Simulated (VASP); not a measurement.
All values below come from PBEsol GGA, VASP's PBE PAW potentials (set 64) (plane waves; VASP 6.6.1).

VASP ran on this input.

KPOINTS:
```
kpoints
0
Gamma
2 2 2
0 0 0
```

**INCAR**
```
SYSTEM = Lu3TlC
PREC = Accurate
ENCUT = 400
EDIFF = 1E-6
NELM = 100
ALGO = Normal
LREAL = .FALSE.
LASPH = .TRUE.
ISMEAR = 0
SIGMA = 0.136
GGA = PS
LMAXMIX = 6
LWAVE = .FALSE.
LCHARG = .FALSE.
ISIF = 2
```

POSCAR:
```
Lu3TlC
4.746070
  1.0000000000   0.0000000000   0.0000000000
  0.0000000000   1.0000000000   0.0000000000
  0.0000000000   0.0000000000   1.0000000000
Lu Tl C
3 1 1
Direct
  0.5000000000   0.0000000000   0.5000000000
  0.0000000000   0.5000000000   0.5000000000
  0.5000000000   0.5000000000   0.0000000000
  0.0000000000   0.0000000000   0.0000000000
  0.5000000000   0.5000000000   0.5000000000
```

POTCAR, in this order: Lu_3 Tl_d C (PBE.64 set). Program: vasp_std.

Q: What will the output report for the number of irreducible k-points (NKPTS), largest plane-wave count, number of space-group operations, FFT grid (NGX, NGY, NGZ)?

A: 
```json
{
 "number of irreducible k-points (NKPTS)": "4",
 "largest_plane_wave_count": "1956",
 "number_of_space_group_operations": "48",
 "FFT grid (NGX, NGY, NGZ)": "32 × 32 × 32"
}
```

The structure comes from a computed database's Lu3TlC entry (Pm-3m); how it stands against other phases isn't given here. The cell was not relaxed at this level. The k-mesh is coarse (spacing up to 0.66 per Å, 2π included), so the numbers may not be converged in it. The run is one of a series of settings (KPOINTS 2×2×2 Γ-centred mesh against the base run), some of them coarse on purpose.
